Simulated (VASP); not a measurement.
Nb: elastic constants with LDA

Nb:

```
Nb
1.0
    -1.66395    1.66395    1.66395
     1.66395   -1.66395    1.66395
     1.66395    1.66395   -1.66395
Nb
1
Direct
  0.00000 0.00000 0.00000
```

```yaml
Program: VASP 6.6.1
Task: elastic constants
Functional: LDA
Potentials_or_basis: VASP PAW LDA potentials, release 64 (Nb_sv)
Cutoff: 600 eV
k_mesh: 18 × 18 × 18
Occupations: gaussian, width 0.1 eV
Spin: no spin polarisation
Ions_in_elastic_constants: relaxed
Further_INCAR_settings: ALGO = Normal; EDIFF = 1e-08; IBRION = 6; POTIM = 0.015; NSW = 1; ISIF = 3
```

- Relaxed volume: 17.12 Å³/atom
- Relaxed cell: a = 2.812 Å, b = 2.812 Å, c = 2.812 Å, α = 109.47°, β = 109.47°, γ = 109.47°
- Space group after relaxing (to 0.05 Å): Im-3m (No. 229)
- Elastic constants C11, C12, C44: 266, 149, -2 GPa
- Voigt bulk modulus: 188 GPa

Step by step:
```csv
step,energy change (eV),largest force (eV/Å),pressure (GPa),volume (Å³)
1,0.0000,0.0000,-12.16,18.43
2,0.1459,0.0000,32.62,14.94
3,-0.0525,0.0000,-0.54,17.17
4,-0.0526,0.0000,-0.07,17.12
5,-0.0525,0.0000,0.21,17.10
6,-0.0525,0.0000,-0.32,17.15
7,-0.0526,0.0000,0.00,17.12
```

Final structure:
```yaml
crystal:
  lattice:
    - [-1.62356, 1.62356, 1.62356]
    - [1.62356, -1.62356, 1.62356]
    - [1.62356, 1.62356, -1.62356]
  atoms:
    - { symbol: Nb, position: [0.00000, 0.00000, 0.00000] }
```

Elastic tensor in Voigt notation (GPa, in the Cartesian axes of the cell as first typed):
```
266 149 149   0   0   0
149 266 149   0   0   0
149 149 266   0   0   0
  0   0   0  -2   0   0
  0   0   0   0  -2   0
  0   0   0   0   0  -2
```

Clamped-ion elastic tensor (GPa):
```
266 149 149   0   0   0
149 266 149   0   0   0
149 149 266   0   0   0
  0   0   0  -2   0   0
  0   0   0   0  -2   0
  0   0   0   0   0  -2
```

Run time: 20 min on 1 thread of Intel(R) Xeon(R) Platinum 8559C (Emerald Rapids), on a shared host, peak memory 0.66 GiB.

Caveat: the elastic tensor has a negative eigenvalue, so either the cell is unstable as it stands or the mesh is too thin.
